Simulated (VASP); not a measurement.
# La2Ir (P6/mmm) in VASP: single point with PBE

Aim: the single point of La2Ir with PBE.

Everything below comes from runs of VASP 6.6.1. Logs are shortened: lines on timing, memory, paths and dates and some standing lists are left out, and cuts for length are marked.

**1. The cell of the first run**

Symmetry: P6/mmm, No. 191, hexagonal system. Conventional cell: a = 5.300 Å, b = 5.300 Å, c = 3.064 Å, α = 90.00°, β = 90.00°, γ = 120.00°. La (site symmetry -6m2) has 3 Ir at 3.06 Å and 5 La at 3.06 Å as nearest neighbours. Ir (site symmetry 6/mmm) is surrounded by 6 La at 3.06 Å and 2 Ir at 3.06 Å.

The cell was built by a generator and needn't be a form met in nature.

**2. Single point, PBE (random cell by space group and Wyckoff sites (P6/mmm, No. 191))**

The input, INCAR:

```
PREC = Accurate
ENCUT = 520
EDIFF = 1E-6
ISMEAR = 0
SIGMA = 0.1
LREAL = F
LASPH = T
NELM = 100
ALGO = Fast
ISIF = 2
LWAVE = F
LCHARG = F
GGA = PE
NBANDS = 22
```

The input, KPOINTS:

```
regular mesh
0
Gamma
  12 12 16
```

The input, POSCAR:

```
La2Ir
1.0
    5.2997883107      0.0000000000      0.0000000000
   -2.6498941553      4.5897513118      0.0000000000
    0.0000000000      0.0000000000      3.0640302526
La Ir
2 1
Direct
    0.6666666667      0.3333333333      0.0000000000
    0.3333333333      0.6666666667      0.0000000000
    0.0000000000      0.0000000000      0.0000000000
```

Potentials or basis: VASP PAW PBE potentials, release 64 (La, Ir).

The run is started by

```console
> cat potpaw_PBE.64/La/POTCAR potpaw_PBE.64/Ir/POTCAR > POTCAR
> mpirun -np 1 vasp_std > vasp.out
```

OUTCAR:

```text
PREC = Accurate
   ENCUT = 520
   EDIFF = 1E-6
   ISMEAR = 0
   LREAL = F
   LASPH = T
   NELM = 100
   ISIF = 2
   GGA = PE

 ion  position               nearest neighbor table
   1  0.667  0.333  0.000-   3 3.06   2 3.06   2 3.06   3 3.06   3 3.06   2 3.06
   2  0.333  0.667  0.000-   3 3.06   1 3.06   1 3.06   3 3.06   3 3.06   1 3.06
   3  0.000  0.000  0.000-   1 3.06   2 3.06   1 3.06   2 3.06   1 3.06   2 3.06

  LATTYP: Found a hexagonal cell.
 ALAT       =     5.2997883107
 C/A-ratio  =     0.5781420074

  Lattice vectors:

 A1 = (   5.2997883107,   0.0000000000,   0.0000000000)
 A2 = (  -2.6498941553,   4.5897513118,   0.0000000000)
 A3 = (   0.0000000000,   0.0000000000,   3.0640302526)

Analysis of symmetry for initial positions (statically):
=====================================================================
 Subroutine PRICEL returns:
 Original cell was already a primitive cell.

 Routine SETGRP: Setting up the symmetry group for a
 hexagonal supercell.

 Subroutine GETGRP returns: Found 24 space group operations
 (whereof 24 operations were pure point group operations)
 out of a pool of 24 trial point group operations.

The static configuration has the point symmetry D_6h.

Analysis of symmetry for dynamics (positions and initial velocities):
=====================================================================
 Subroutine PRICEL returns:
 Original cell was already a primitive cell.

 Routine SETGRP: Setting up the symmetry group for a
 hexagonal supercell.

 Subroutine GETGRP returns: Found 24 space group operations
 (whereof 24 operations were pure point group operations)
 out of a pool of 24 trial point group operations.

The dynamic configuration has the point symmetry D_6h.

 Subroutine INISYM returns: Found 24 space group operations
 (whereof 24 operations are pure point group operations),
 and found     1 'primitive' translations

----------------------------------------------------------------------------------------

                                     Primitive cell

  volume of cell :      74.5316

  direct lattice vectors                    reciprocal lattice vectors
     5.299788311  0.000000000  0.000000000     0.188686782  0.108938364  0.000000000
    -2.649894155  4.589751312  0.000000000     0.000000000  0.217876728  0.000000000
     0.000000000  0.000000000  3.064030253     0.000000000  0.000000000  0.326367535

  length of vectors
     5.299788311  5.299788311  3.064030253     0.217876728  0.217876728  0.326367535

  position of ions in fractional coordinates (direct lattice)
     0.666666667  0.333333333  0.000000000
     0.333333333  0.666666667  0.000000000
     0.000000000  0.000000000  0.000000000

  ion indices of the primitive-cell ions
   primitive index   ion index
                 1           1
                 2           2
                 3           3

----------------------------------------------------------------------------------------

 KPOINTS: regular mesh

Automatic generation of k-mesh.
 Grid dimensions read from file:
 generate k-points for:   12   12   16

 Generating k-lattice:

  Cartesian coordinates                     Fractional coordinates (reciprocal lattice)
     0.015723898  0.009078197  0.000000000     0.083333333  0.000000000  0.000000000
     0.000000000  0.018156394  0.000000000     0.000000000  0.083333333  0.000000000
     0.000000000  0.000000000  0.020397971     0.000000000  0.000000000  0.062500000

  Length of vectors
     0.018156394  0.018156394  0.020397971

  Shift w.r.t. Gamma in fractional coordinates (k-lattice)
     0.000000000  0.000000000  0.000000000

 Subroutine IBZKPT returns following result:
 ===========================================

 Found    171 irreducible k-points:

 Following reciprocal coordinates:
            Coordinates               Weight
  0.000000  0.000000  0.000000      1.000000
  0.083333  0.000000  0.000000      6.000000
  0.166667  0.000000  0.000000      6.000000
  0.250000  0.000000  0.000000      6.000000
  0.333333  0.000000  0.000000      6.000000
  0.416667  0.000000  0.000000      6.000000
[... 16 lines left out ...]
  0.250000  0.000000  0.062500     12.000000
  0.333333  0.000000  0.062500     12.000000
 [... further k-points ...]
   k-points           NKPTS =    171   k-points in BZ     NKDIM =    171   number of bands    NBANDS=     22
   number of dos      NEDOS =    301   number of ions     NIONS =      3
   total plane-waves  NPLWV =  38400
   dimension x,y,z NGX =    40 NGY =   40 NGZ =   24
   dimension x,y,z NGXF=    80 NGYF=   80 NGZF=   48
   ions per type =               2   1
   NGX,Y,Z   is equivalent  to a cutoff of  12.55, 12.55, 13.02 a.u.
   NGXF,Y,Z  is equivalent  to a cutoff of  25.09, 25.09, 26.04 a.u.
 SYSTEM =  unknown system
   PREC   = accura    normal or accurate (medium, high low for compatibility)
   ISTART =      0    job   : 0-new  1-cont  2-samecut
   ICHARG =      2    charge: 1-file 2-atom 10-const
   ISPIN  =      1    spin polarized calculation?
   LNONCOLLINEAR =      F non collinear calculations
   LSORBIT =      F    spin-orbit coupling
   LASPH  =      T    aspherical Exc in radial PAW
   ENCUT  =  520.0 eV  38.22 Ry    6.18 a.u.   9.85  9.85  5.70*2*pi/ulx,y,z
   NELM   =    100;   NELMIN=  2; NELMDL= -5     # of ELM steps
   EDIFF  = 0.1E-05   stopping-criterion for ELM
   LREAL  =      F    real-space projection
   EDIFFG = 0.1E-04   stopping-criterion for IOM
   NSW    =      0    number of steps for IOM
   IBRION =     -1    ionic relax: 0-MD 1-quasi-New 2-CG
   NFREE  =      0    steps in history (QN), initial steepest desc. (CG)
   ISIF   =      2    stress and relaxation
   ISYM   =      2    0-nonsym 1-usesym 2-fastsym
   POTIM  = 0.5000    time-step for ionic-motion
   TEBEG  =    0.0;   TEEND  =   0.0 temperature during run
   PSTRESS=    0.0 pullay stress
   NELECT =      31.0000    total number of electrons
   NUPDOWN=      -1.0000    fix difference up-down
   EMIN   =  10.00;   EMAX   =-10.00  energy-range for DOS
   EFERMI =   0.00;   METHOD = LEGACY
   ISMEAR =     0;   SIGMA  =   0.10  broadening in eV -4-tet -1-fermi 0-gaus
   EFERMI_NEDOS =   21; number of points for ismear=-14 and -15
   IALGO  =     68    algorithm
   IMIX   =      4    mixing-type and parameters
     AMIX     =   0.40;   BMIX     =  1.00
     AMIX_MAG =   1.60;   BMIX_MAG =  1.00
  volume/ion in A,a.u.               =      24.84       167.65
  Fermi-wavevector in a.u.,A,eV,Ry     =   1.222030  2.309302 20.318355  1.493357
  Thomas-Fermi vector in A             =   2.357191
   LORBIT       =      0    0 simple, 1 ext, 2 COOP (PROOUT), +10 PAW based schemes
   GGA     = PE    functional components
   LHFCALC =     F    Hartree Fock is set to
   AEXX    =    0.0000 exact exchange contribution
   IVDW    =     0    specifies the selected vdW correction
   LEPSILON=     F    determine dielectric tensor
   LRPA    =     F    only Hartree local field effects (RPA)
 non-spin polarized calculation
 RMM-DIIS sequential band-by-band and
 Gauss-broadening in eV      SIGMA  =   0.10
  energy-cutoff  :      520.00
  volume of cell :       74.53
 maximum number of plane-waves:      2030
 NGX is ok and might be reduce to    40
   NGX = 19   NGY = 19   NGZ = 11

 number of electron      31.0000001 magnetization

 Free energy of the ion-electron system (eV)
  ---------------------------------------------------
  ext. energy  EPLUGINS =         0.00000000
  ---------------------------------------------------
  free energy    TOTEN  =       -17.91786118 eV

  energy without entropy =      -17.90081590  energy(sigma->0) =      -17.90933854

 E-fermi :   9.7110     XC(G=0): -11.0968

 val. band max:        9.7026240691   @ k =   0.2500   0.0833   0.3125
 cond. band min:       9.7110224610   @ k =   0.2500   0.0000   0.2500
 fundamental gap:      0.0083983919
 Fermi energy:         9.7110196640

 k-point     1 :       0.0000    0.0000    0.0000
  band No.  band energies     occupation
      1     -23.3478      2.00000
      2     -22.5442      2.00000
      3      -8.0191      2.00000
      4      -8.0191      2.00000
      5      -5.8705      2.00000
      6      -5.8705      2.00000
[... 14 lines left out ...]
     21      11.4392      0.00000
     22      12.0966      0.00000

 k-point     2 :       0.0833    0.0000    0.0000
  band No.  band energies     occupation
      1     -23.3364      2.00000
      2     -22.5576      2.00000
      3      -8.0308      2.00000
      4      -7.9895      2.00000
      5      -5.9052      2.00000
      6      -5.8495      2.00000
[... 14 lines left out ...]
     21      11.4657      0.00000
     22      11.4726      0.00000

 k-point     3 :       0.1667    0.0000    0.0000
  band No.  band energies     occupation
      1     -23.3033      2.00000
      2     -22.5964      2.00000
      3      -8.0619      2.00000
      4      -7.9088      2.00000
      5      -5.9958      2.00000
      6      -5.7929      2.00000
[... 14 lines left out ...]
     21      11.5461      0.00000
     22      12.1742      0.00000

 k-point     4 :       0.2500    0.0000    0.0000
  band No.  band energies     occupation
      1     -23.2514      2.00000
      2     -22.6558      2.00000
      3      -8.1022      2.00000
      4      -7.7997      2.00000
      5      -6.1093      2.00000
      6      -5.7173      2.00000
[... 14 lines left out ...]
     21      11.6694      0.00000
     22      12.1680      0.00000

 k-point     5 :       0.3333    0.0000    0.0000
  band No.  band energies     occupation
      1     -23.1870      2.00000
      2     -22.7276      2.00000
      3      -8.1404      2.00000
      4      -7.6939      2.00000
      5      -6.2093      2.00000
      6      -5.6435      2.00000
[... 14 lines left out ...]
     21      11.7568      0.00000
     22      12.0728      0.00000

 k-point     6 :       0.4167    0.0000    0.0000
  band No.  band energies     occupation
      1     -23.1232      2.00000
      2     -22.7969      2.00000
      3      -8.1671      2.00000
      4      -7.6205      2.00000
      5      -6.2720      2.00000
      6      -5.5903      2.00000
[... 14 lines left out ...]
     21      11.7843      0.00000
     22      12.1469      0.00000

 k-point     7 :       0.5000    0.0000    0.0000
  band No.  band energies     occupation
      1     -23.0918      2.00000
      2     -22.8303      2.00000
      3      -8.1767      2.00000
      4      -7.5949      2.00000
      5      -6.2923      2.00000
      6      -5.5710      2.00000
[... 324 lines left out ...]
      6      -5.8546      2.00000
[... 14 lines left out ...]
     21      11.3346      0.00000
     22      11.4743      0.00000

 k-point    21 :       0.0833    0.0000    0.0625
  band No.  band energies     occupation
      1     -23.3179      2.00000
      2     -22.5398      2.00000
      3      -8.0122      2.00000
      4      -7.9709      2.00000
      5      -5.8892      2.00000
      6      -5.8336      2.00000
[... 14 lines left out ...]
     21      11.4390      0.00000
     22      11.4483      0.00000

 k-point    22 :       0.1667    0.0000    0.0625
  band No.  band energies     occupation
      1     -23.2848      2.00000
      2     -22.5785      2.00000
      3      -8.0431      2.00000
      4      -7.8902      2.00000
      5      -5.9797      2.00000
      6      -5.7773      2.00000
[... 14 lines left out ...]
     21      11.5278      0.00000
     22      11.9610      0.00000

 k-point    23 :       0.2500    0.0000    0.0625
  band No.  band energies     occupation
      1     -23.2330      2.00000
      2     -22.6378      2.00000
      3      -8.0833      2.00000
      4      -7.7811      2.00000
      5      -6.0932      2.00000
      6      -5.7020      2.00000
[... 14 lines left out ...]
     21      11.5790      0.00000
     22      11.7802      0.00000

 k-point    24 :       0.3333    0.0000    0.0625
  band No.  band energies     occupation
      1     -23.1687      2.00000
      2     -22.7096      2.00000
      3      -8.1214      2.00000
      4      -7.6753      2.00000
      5      -6.1932      2.00000
      6      -5.6285      2.00000
[... 14 lines left out ...]
     21      12.0096      0.00000
     22      12.1376      0.00000

 [... further k-points ...]
[... 5 lines left out ...]
  --------------------------------------------------------------------------------------
  -------------------------------------------------------------------------------------
  Total       -0.0065336     -0.0065336     -0.0021114     -0.0000000      0.0000000     -0.0000000
  in kB       -0.1404510     -0.1404510     -0.0453869     -0.0000000      0.0000000     -0.0000000
  external PRESSURE =      -0.1087629 kB  Pullay stress =       0.0000000 kB

 VOLUME and BASIS-vectors are now :
 -----------------------------------------------------------------------------
  energy-cutoff  :      520.00
  volume of cell :       74.53
      direct lattice vectors                 reciprocal lattice vectors
     5.299788311  0.000000000  0.000000000     0.188686782  0.108938364  0.000000000
    -2.649894155  4.589751312  0.000000000     0.000000000  0.217876728  0.000000000
     0.000000000  0.000000000  3.064030253     0.000000000  0.000000000  0.326367535

 POSITION                                       TOTAL-FORCE (eV/Angst)
 -----------------------------------------------------------------------------------
      2.64989      1.52992      0.00000         0.000000      0.000000     -0.000000
     -0.00000      3.05983      0.00000        -0.000000      0.000000      0.000000
      0.00000      0.00000      0.00000        -0.000000     -0.000000     -0.000000
 -----------------------------------------------------------------------------------
    total drift:                                0.000000     -0.000000      0.000000

  FREE ENERGIE OF THE ION-ELECTRON SYSTEM (eV)
  ---------------------------------------------------
  free  energy   TOTEN  =       -17.9178611762 eV

  energy  without entropy=      -17.9008159045  energy(sigma->0) =      -17.90933854
```

Run time: 19 min. Hardware: 1 thread of Intel Xeon Platinum 8488C (Sapphire Rapids), shared host; peak memory 0.46 GiB.

What came out:

* Free energy: -17.9179 eV
* Pressure: 0.0 GPa
* Band gap on the k mesh: none (metal or under the smearing width)

The run has no spin-orbit coupling, so splittings on Ir, La are missing.
